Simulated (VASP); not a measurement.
An input for Quantum ESPRESSO's pw.x (written as the equivalent of a VASP run, and not itself run):

```
&CONTROL
  calculation = 'scf'
  pseudo_dir = './pseudo'
  outdir = './out'
  tprnfor = .true.
  tstress = .true.
/
&SYSTEM
  ibrav = 0
  nat = 4
  ntyp = 2
  ecutwfc = 102
  occupations = 'tetrahedra'
  input_dft = 'pbesol'
/
&ELECTRONS
  conv_thr = 7.3e-09
  electron_maxstep = 100
/
ATOMIC_SPECIES
  Li 6.940 Li.upf
  Cd 112.414 Cd.upf
CELL_PARAMETERS angstrom
     0.0000000    3.2802062    3.2802062
     3.2802062   -0.0000000    3.2802062
     3.2802062    3.2802062    0.0000000
ATOMIC_POSITIONS crystal
  Li   0.2500000  0.2500000  0.2500000
  Li   0.7500000  0.7500000  0.7500000
  Li   0.5000000  0.5000000  0.5000000
  Cd   0.0000000  0.0000000  0.0000000
K_POINTS automatic
  9 9 9 0 0 0
```

### Question
Write the VASP files for the same calculation (PBEsol).

### Answer
Several could match; the one computed here: 
POSCAR:
```
Li3Cd
4.6389120
  0.0000000000   0.7071067877   0.7071067877
  0.7071067877   0.0000000000   0.7071067877
  0.7071067877   0.7071067877   0.0000000000
Li Cd
3 1
Cartesian
  0.3535533939   0.3535533939   0.3535533939
  1.0606601816   1.0606601816   1.0606601816
  0.7071067877   0.7071067877   0.7071067877
  0.0000000000   0.0000000000   0.0000000000
```

### INCAR
```
ALGO = Normal
EDIFF = 1E-7
ENCUT = 520
GGA = PS
ISIF = 2
ISMEAR = -5
LASPH = .TRUE.
LCHARG = .TRUE.
LEFG = .TRUE.
LMAXMIX = 4
LORBIT = 11
LREAL = .FALSE.
LWAVE = .FALSE.
NEDOS = 601
NELM = 100
PREC = Accurate
SYSTEM = Li3Cd
```

KPOINTS:
```
K-points
0
gamma
  9 9 9
```

POTCAR, in this order: Li_sv Cd (PBE.64 set). Program: vasp_std.

What does not carry over: the potentials are each code's own (VASP's PAW set, PseudoDojo norm-conserving files in pw.x), so ENCUT and ecutwfc are chosen apart and not converted; conv_thr bounds pw.x's estimated SCF error, while EDIFF bounds the energy change between steps; the field gradients of LEFG aren't asked of the other code.

The structure comes from a computed database's Li3Cd entry (Fm-3m); how it stands against other phases isn't given here. It was relaxed first.
